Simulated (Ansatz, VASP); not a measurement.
## SnSe2 in two plane-wave programs

One calculation is typed for both programs; each brings its own data sets. How far apart do they land? The cell is taken from a series of runs on this material, whose earlier steps may have relaxed, scaled, displaced or heated it; both programs get it as it stands.

Main program and level: Ansatz 0.2.0; plane waves, with VASP 6.6.1 beside it; G0W0 gap at LDA.

### 1. The structure

It takes space group P-3m1 (No. 164, trigonal). Conventional cell: a = 3.811 Å, b = 3.811 Å, c = 6.136 Å, α = 90.00°, β = 90.00°, γ = 120.00°. Sn has 6 Se at 2.72 Å nearest. Nearest to Se lie 3 Sn at 2.72 Å. Farther neighbours and most contacts between anions are not listed.

As a file:

```cif
data_structure
_symmetry_space_group_name_H-M 'P-3m1'
_symmetry_Int_Tables_number 164
_cell_length_a 3.8110
_cell_length_b 3.8110
_cell_length_c 6.1360
_cell_angle_alpha 90.000
_cell_angle_beta 90.000
_cell_angle_gamma 120.000
_cell_volume 77.18
loop_
_atom_site_label
_atom_site_type_symbol
_atom_site_symmetry_multiplicity
_atom_site_Wyckoff_symbol
_atom_site_fract_x
_atom_site_fract_y
_atom_site_fract_z
_atom_site_occupancy
Sn1 Sn 1 a 0.00000 0.00000 0.00000 1
Se1 Se 2 d 0.33333 0.66667 0.26144 1
```

### 2. VASP: G0W0 gap, LDA

Quasiparticle shifts depend on high empty states and on the cores, so they are the hardest test of two PAW sets.

Lines of VASP's logs that name or quote its potential files are left out, and so is its time.

The run reads the wave functions of an earlier VASP run, which isn't shown here.

Input file INCAR:

```
SYSTEM = SnSe2
PREC = Accurate
ENCUT = 300
ISMEAR = 0
SIGMA = 0.01
LREAL = .FALSE.
GGA = CA
NBANDS = 192
ALGO = EVGW0
NELMGW = 1
ENCUTGW = 100
NOMEGA = 64
PRECFOCK = Fast
NBANDSGW = 32
LWAVE = .FALSE.
LCHARG = .FALSE.
```

Input file POSCAR:

```
SnSe2
1.0
    3.8110000000      0.0000000000      0.0000000000
   -1.9055000000      3.3004228138      0.0000000000
    0.0000000000      0.0000000000      6.1360000000
Sn Se
1 2
Direct
    0.0000000000      0.0000000000      0.0000000000
    0.3333333333      0.6666666667      0.2614399677
    0.6666666667      0.3333333333      0.7385600323
```

Input file KPOINTS:

```
Automatic mesh
0
Gamma
6 6 4
0 0 0
```

Potentials, in the order of the species: Sn_d_GW and Se_GW (LDA family, release 64).

Run with:

```bash
$ mpirun -np 16 vasp_std
```

Numbers of over 12 decimals in the logs are rounded to 6 here.

Output:

```text
[banner, memory and clock lines left out]
running   16 mpi-ranks, on    1 nodes
 distrk:  each k-point on   16 cores,    1 groups
 distr:  one band on    1 cores,   16 groups

 POSCAR found type information on POSCAR SnSe
 POSCAR found :  2 types and       3 ions
|                                                                             |
|           W    W    AA    RRRRR   N    N  II  N    N   GGGG   !!!           |
|           W    W   A  A   R    R  NN   N  II  NN   N  G    G  !!!           |
|           W    W  A    A  R    R  N N  N  II  N N  N  G       !!!           |
|           W WW W  AAAAAA  RRRRR   N  N N  II  N  N N  G  GGG   !            |
|           WW  WW  A    A  R   R   N   NN  II  N   NN  G    G                |
|           W    W  A    A  R    R  N    N  II  N    N   GGGG   !!!           |
|                                                                             |
|     For optimal performance we recommend to set                             |
|       NCORE = 2 up to number-of-cores-per-socket                            |
|     NCORE specifies how many cores store one orbital (NPAR=cpu/NCORE).      |
|     This setting can greatly improve the performance of VASP for DFT.       |
|     The default, NCORE=1 might be grossly inefficient on modern             |
|     multi-core architectures or massively parallel machines. Do your        |
|     Unfortunately you need to use the default for GW and RPA                |
|     calculations (for HF NCORE is supported but not extensively tested      |
|     yet).                                                                   |
|                                                                             |

|                                                                             |
|           W    W    AA    RRRRR   N    N  II  N    N   GGGG   !!!           |
|           W    W   A  A   R    R  NN   N  II  NN   N  G    G  !!!           |
|           W    W  A    A  R    R  N N  N  II  N N  N  G       !!!           |
|           W WW W  AAAAAA  RRRRR   N  N N  II  N  N N  G  GGG   !            |
|           WW  WW  A    A  R   R   N   NN  II  N   NN  G    G                |
|           W    W  A    A  R    R  N    N  II  N    N   GGGG   !!!           |
|                                                                             |
|     The default for ENCUTGWSOFT is different in this version of VASP.       |
|     please manually set ENCUTGWSOFT =100 in the INCAR file.                 |
|                                                                             |

 LDA part: xc-table for (Slater(with rela. corr.)+CA(PZ))
 , standard interpolation
 found WAVECAR, reading the header
 POSCAR, INCAR and KPOINTS ok, starting setup
 FFT: planning ... GRIDC
 FFT: planning ... GRID_SOFT
 FFT: planning ... GRID
 reading WAVECAR
 the WAVECAR file was read successfully
 initial charge from wavefunction
 available memory per node:     15.92 GB, setting MAXMEM to     16299

 The Fermi energy was updated, please check that it is located mid-gap
 values below the HOMO (VB) or above the LUMO (CB) will cause erroneous energies
 E-fermi :   3.5865

 calculate exact exchange contribution
 the WAVEDER file was read successfully
energies w=
    0.000    0.000    0.263    0.000    0.525    0.000    0.786    0.000
    1.045    0.000    1.301    0.000    1.556    0.000    1.807    0.000
    2.055    0.000    2.299    0.000    2.540    0.000    2.778    0.000
    3.012    0.000    3.243    0.000    3.472    0.000    3.698    0.000
    3.921    0.000    4.142    0.000    4.362    0.000    4.581    0.000
    4.799    0.000    5.017    0.000    5.235    0.000    5.454    0.000
    5.674    0.000    5.896    0.000    6.121    0.000    6.350    0.000
    6.582    0.000    6.819    0.000    7.062    0.000    7.312    0.000
    7.569    0.000    7.836    0.000    8.112    0.000    8.401    0.000
    8.703    0.000    9.020    0.000    9.355    0.000    9.709    0.000
   10.087    0.000   10.492    0.000   10.926    0.000   11.396    0.000
   11.908    0.000   12.467    0.000   13.084    0.000   13.768    0.000
   14.533    0.000   15.395    0.000   16.377    0.000   17.506    0.000
   18.820    0.000   20.370    0.000   22.225    0.000   24.487    0.000
   27.307    0.000   30.917    0.000   35.699    0.000   42.326    0.000
   52.104    0.000   67.946    0.000   97.946    0.000  176.112    0.000
 responsefunction array rank=     192
 LDA part: xc-table for (Slater(with rela. corr.)+CA(PZ))
 , standard interpolation

 min. memory requirement per mpi rank    239.0 MB, per node   3823.9 MB

 allocating   4 responsefunctions rank=   192
 shmem allocating  64 responsefunctions rank=   192
 response function shared by NCSHMEM nodes    1
 Doing            4  frequencies on each core in blocks of           64
NQ=   1    0.0000    0.0000    0.0000,
|.........|.........|.........|.........|.........|.........|.........|.........
 performed        965000 updates of chi_q(r,r)
 total number of BLAS operations        200.13 Gflops
NQ=   2    0.1667   -0.0000    0.0000,
|.........|.........|.........|.........|.........|.........|.........|.........
 performed       3036000 updates of chi_q(r,r)
 total number of BLAS operations        673.33 Gflops
NQ=   3    0.3333    0.0000    0.0000,
|.........|.........|.........|.........|.........|.........|.........|.........
 performed       5107000 updates of chi_q(r,r)
 total number of BLAS operations       1163.48 Gflops
NQ=   4    0.5000    0.0000    0.0000,
|.........|.........|.........|.........|.........|.........|.........|.........
 performed       6526000 updates of chi_q(r,r)
 total number of BLAS operations       1491.72 Gflops
NQ=   5    0.1667    0.1667    0.0000,
|.........|.........|.........|.........|.........|.........|.........|.........
 performed       8597000 updates of chi_q(r,r)
 total number of BLAS operations       1999.12 Gflops
NQ=   6    0.3333    0.1667    0.0000,
|.........|.........|.........|.........|.........|.........|.........|.........
 performed      11036000 updates of chi_q(r,r)
 total number of BLAS operations       2624.47 Gflops
NQ=   7    0.3333    0.3333    0.0000,
|.........|.........|.........|.........|.........|.........|.........|.........
 performed      12246000 updates of chi_q(r,r)
 total number of BLAS operations       2948.87 Gflops
NQ=   8    0.0000    0.0000    0.2500,
|.........|.........|.........|.........|.........|.........|.........|.........
 performed      13456000 updates of chi_q(r,r)
 total number of BLAS operations       3255.79 Gflops
NQ=   9    0.1667   -0.0000    0.2500,
|.........|.........|.........|.........|.........|.........|.........|.........
 performed      15527000 updates of chi_q(r,r)
 total number of BLAS operations       3734.60 Gflops
NQ=  10    0.0000    0.1667    0.2500,
|.........|.........|.........|.........|.........|.........|.........|.........
 performed      17573000 updates of chi_q(r,r)
 total number of BLAS operations       4207.74 Gflops
NQ=  11    0.3333    0.0000    0.2500,
|.........|.........|.........|.........|.........|.........|.........|.........
 performed      19644000 updates of chi_q(r,r)
 total number of BLAS operations       4715.14 Gflops
NQ=  12    0.0000    0.3333    0.2500,
|.........|.........|.........|.........|.........|.........|.........|.........
 performed      21690000 updates of chi_q(r,r)
 total number of BLAS operations       5216.51 Gflops
NQ=  13    0.5000    0.0000    0.2500,
|.........|.........|.........|.........|.........|.........|.........|.........
 performed      23761000 updates of chi_q(r,r)
 total number of BLAS operations       5729.72 Gflops
NQ=  14    0.1667    0.1667    0.2500,
|.........|.........|.........|.........|.........|.........|.........|.........
 performed      26200000 updates of chi_q(r,r)
 total number of BLAS operations       6327.44 Gflops
NQ=  15    0.3333    0.1667    0.2500,
|.........|.........|.........|.........|.........|.........|.........|.........
 performed      28639000 updates of chi_q(r,r)
 total number of BLAS operations       6945.82 Gflops
NQ=  16   -0.1667    0.5000    0.2500,
|.........|.........|.........|.........|.........|.........|.........|.........
 performed      31078000 updates of chi_q(r,r)
 total number of BLAS operations       7564.20 Gflops
NQ=  17    0.3333    0.3333    0.2500,
|.........|.........|.........|.........|.........|.........|.........|.........
 performed      32436000 updates of chi_q(r,r)
 total number of BLAS operations       7916.28 Gflops
NQ=  18    0.0000    0.0000    0.5000,
|.........|.........|.........|.........|.........|.........|.........|.........
 performed      33401000 updates of chi_q(r,r)
 total number of BLAS operations       8160.90 Gflops
NQ=  19    0.1667   -0.0000    0.5000,
|.........|.........|.........|.........|.........|.........|.........|.........
 performed      35472000 updates of chi_q(r,r)
 total number of BLAS operations       8697.70 Gflops
NQ=  20    0.3333    0.0000    0.5000,
|.........|.........|.........|.........|.........|.........|.........|.........
 performed      37543000 updates of chi_q(r,r)
 total number of BLAS operations       9176.52 Gflops
NQ=  21    0.5000    0.0000    0.5000,
|.........|.........|.........|.........|.........|.........|.........|.........
 performed      38962000 updates of chi_q(r,r)
 total number of BLAS operations       9544.52 Gflops
NQ=  22    0.1667    0.1667    0.5000,
|.........|.........|.........|.........|.........|.........|.........|.........
 performed      41033000 updates of chi_q(r,r)
 total number of BLAS operations      10057.73 Gflops
NQ=  23    0.3333    0.1667    0.5000,
|.........|.........|.........|.........|.........|.........|.........|.........
 performed      43472000 updates of chi_q(r,r)
 total number of BLAS operations      10662.29 Gflops
NQ=  24    0.3333    0.3333    0.5000,
|.........|.........|.........|.........|.........|.........|.........|.........
 performed      44682000 updates of chi_q(r,r)
 total number of BLAS operations      10997.42 Gflops
 resolving degeneracies of screened two electron integrals

 calculate QP shifts <psi_nk| G(iteration)W_0 |psi_nk>: iteration 1
 entering main loop
```

OUTCAR, selected parts (step 2):

```text
ion  position               nearest neighbor table
   1  0.000  0.000  0.000-   2 2.72   3 2.72   2 2.72   3 2.72   3 2.72   2 2.72
   2  0.333  0.667  0.261-   1 2.72   1 2.72   1 2.72
   3  0.667  0.333  0.739-   1 2.72   1 2.72   1 2.72

  LATTYP: Found a hexagonal cell.
 ALAT       =     3.8110000000
 C/A-ratio  =     1.6100760955

 Subroutine GETGRP returns: Found 12 space group operations
 (whereof 12 operations were pure point group operations)

The static configuration has the point symmetry D_3d.

 Found     24 irreducible k-points:

   k-points           NKPTS =     24   k-points in BZ     NKDIM =    144   number of bands    NBANDS=    192

   dimension x,y,z NGX =    24 NGY =   24 NGZ =   36
   dimension x,y,z NGXF=    48 NGYF=   48 NGZF=   72

   ENCUT  =  300.0 eV  22.05 Ry    4.70 a.u.   5.38  5.38  8.67*2*pi/ulx,y,z

   NELECT =      26.0000    total number of electrons

  energy-cutoff  :      300.00
  volume of cell :       77.18
      direct lattice vectors                 reciprocal lattice vectors
     3.811000000  0.000000000  0.000000000     0.262398321  0.151495741  0.000000000
    -1.905500000  3.300422814  0.000000000     0.000000000  0.302991482  0.000000000
     0.000000000  0.000000000  6.136000000     0.000000000  0.000000000  0.162972621

 k-points in reciprocal lattice and weights: Automatic mesh
   0.00000000  0.00000000  0.00000000       0.007
   0.16666667 -0.00000000  0.00000000       0.042
   0.33333333  0.00000000  0.00000000       0.042
   0.50000000  0.00000000  0.00000000       0.021
   0.16666667  0.16666667  0.00000000       0.042
   0.33333333  0.16666667  0.00000000       0.083
   0.33333333  0.33333333  0.00000000       0.014
   0.00000000  0.00000000  0.25000000       0.014
   0.16666667 -0.00000000  0.25000000       0.042
[...]
0.33333333  0.16666667  0.50000000       0.083
   0.33333333  0.33333333  0.50000000       0.014

 E-fermi :   3.5865

 QP shifts <psi_nk| G(iteration)W_0 |psi_nk>: iteration 1
 for sc-GW calculations column KS-energies equals QP-energies in previous step
 and V_xc(KS)=  KS-energies - (<T + V_ion + V_H > + <T+V_H+V_ion>^1  + <V_x>^1)
 k-point   1 :       0.0000    0.0000    0.0000
  band No.  KS-energies  QP-energies   sigma(KS)   V_xc(KS)     V^pw_x(r,r')   Z            occupation Imag(sigma)
    ...
     10       2.7860       2.6045     -12.6695     -12.4194     -14.3099       0.7257       2.0000       0.1044
     11       3.0136       2.8613     -12.6003     -12.3880     -14.1773       0.7178       2.0000       0.0988
     12       3.0136       2.8613     -12.6003     -12.3880     -14.1773       0.7178       2.0000       0.0988
     13       3.1825       3.0258     -12.7466     -12.5305     -14.3352       0.7249       2.0000       0.0968
     14       4.0745       4.5851     -11.1189     -11.7872      -8.2436       0.7641       0.0000      -0.0095
     15       6.3054       6.7500      -9.8658     -10.4439      -5.9449       0.7692       0.0000      -0.0576
     16       7.8808       8.3945     -10.7178     -11.3979      -6.2691       0.7553       0.0000      -0.1119
     17       7.8808       8.3945     -10.7178     -11.3979      -6.2691       0.7553       0.0000      -0.1119
    ...

 k-point   2 :       0.1667   -0.0000    0.0000
  band No.  KS-energies  QP-energies   sigma(KS)   V_xc(KS)     V^pw_x(r,r')   Z            occupation Imag(sigma)
    ...
     10       1.7384       1.5816     -11.9986     -11.7795     -13.8620       0.7161       2.0000       0.1559
     11       1.9694       1.7761     -12.3131     -12.0423     -14.2262       0.7136       2.0000       0.1402
     12       3.2491       3.0812     -12.6866     -12.4548     -14.2373       0.7245       2.0000       0.0930
     13       3.2894       3.1356     -12.7643     -12.5519     -14.2482       0.7240       2.0000       0.0904
     14       5.4009       5.8743     -11.8596     -12.5007      -8.6408       0.7384       0.0000      -0.0444
     15       6.8836       7.3561     -10.0281     -10.6432      -5.9773       0.7682       0.0000      -0.0676
     16       7.9200       8.4378     -10.5634     -11.2495      -6.2973       0.7547       0.0000      -0.1062
     17       8.2392       8.7654     -10.8059     -11.5112      -6.2685       0.7460       0.0000      -0.1243
    ...

 k-point   3 :       0.3333    0.0000    0.0000
  band No.  KS-energies  QP-energies   sigma(KS)   V_xc(KS)     V^pw_x(r,r')   Z            occupation Imag(sigma)
    ...
     10       0.3381       0.0897     -11.5607     -11.2175     -14.2098       0.7238       2.0000       0.3031
     11       1.1508       0.9411     -12.0865     -11.7929     -14.2998       0.7145       2.0000       0.1995
     12       2.5868       2.4135     -12.0870     -11.8457     -13.7127       0.7180       2.0000       0.1083
     13       3.1735       3.0051     -12.6964     -12.4632     -14.2158       0.7224       2.0000       0.0937
     14       4.7357       5.1131     -11.3235     -11.8314      -8.1741       0.7432       0.0000      -0.0305
     15       7.0110       7.4887     -10.0351     -10.6583      -5.9997       0.7666       0.0000      -0.0728
     16       8.4132       8.9106     -10.6020     -11.2706      -6.0932       0.7439       0.0000      -0.1337
     17       8.7819       9.0550      -9.0144      -9.3729      -4.6739       0.7620       0.0000      -0.1118
    ...

 k-point   4 :       0.5000    0.0000    0.0000
  band No.  KS-energies  QP-energies   sigma(KS)   V_xc(KS)     V^pw_x(r,r')   Z            occupation Imag(sigma)
    ...
     10       0.2036      -0.0516     -11.5607     -11.2066     -14.3209       0.7210       2.0000       0.3194
     11       0.8408       0.6217     -12.0177     -11.7130     -14.3401       0.7190       2.0000       0.2289
     12       1.7777       1.6047     -11.4268     -11.1839     -13.2595       0.7125       2.0000       0.1543
     13       3.0734       2.8970     -12.6550     -12.4103     -14.2038       0.7209       2.0000       0.0967
     14       4.4467       4.7768     -11.4274     -11.8713      -8.4962       0.7435       0.0000      -0.0229
     15       6.8312       7.2801      -9.8328     -10.4156      -5.8301       0.7704       0.0000      -0.0706
     16       8.3283       8.8043     -10.4399     -11.0770      -5.9984       0.7471       0.0000      -0.1305
     17       8.3927       8.6184      -8.7702      -9.0642      -4.5606       0.7680       0.0000      -0.0986
    ...

[... 4 further parts left out ...]
```

(Part 1 of 2 ends here.)

[Lines on the potential files, build, host, timing and source positions are cut from VASP's logs without a mark.]

[Logs are printed without paths, hosts, clocks, repeated set-up lines and the standing remarks that a program may print on its own settings, such as how far it seeks lower states.]

[Hosts, paths, dates, database ids (printed as entryN), source tags and the programs' standing remarks are cut or masked in the printed files.]
